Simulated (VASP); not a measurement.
Crystal: WSe2.

```
W Se
1.0
     3.28135    0.00000    0.00000
    -1.64068    2.84173    0.00000
     0.00000    0.00000   12.79176
W Se
2 4
Direct
  0.33333 0.66667 0.25000
  0.66667 0.33333 0.75000
  0.33333 0.66667 0.61820
  0.66667 0.33333 0.11820
  0.33333 0.66667 0.88180
  0.66667 0.33333 0.38180
```

Base run:

```yaml
Program: VASP 6.6.1
Functional: PBE
Dispersion: D3(BJ)
Potentials_or_basis: VASP PAW PBE potentials, release 64 (W_sv, Se)
Cutoff: 520 eV
k_mesh: 6 × 6 × 2
Occupations: gaussian, width 0.03 eV
Spin: no spin polarisation
```

Its results: band gap on the k mesh 0.89 eV, indirect (least direct gap 1.56 eV); pressure 0.0 GPa; largest force 0.004 eV/Å.

Q: The run is repeated on the same cell with these changes: functional from PBE to HSE06; dispersion from D3(BJ) to none. What comes out?

A: Band gap on the k mesh 1.37 eV, indirect (least direct gap 2.04 eV); pressure -1.1 GPa; largest force 0.628 eV/Å.

Several settings changed at once, so the effect can't be laid on one alone.

Caveats: spin-orbit coupling is left out, which moves the levels of the heavy elements; the PAW data sets were made with another functional, which shifts forces and pressure a little (some runs); this functional lacks dispersion, which binds the layers, so the pressure and a relaxed spacing across them are unreliable (some runs).

A k mesh can miss the band edges.
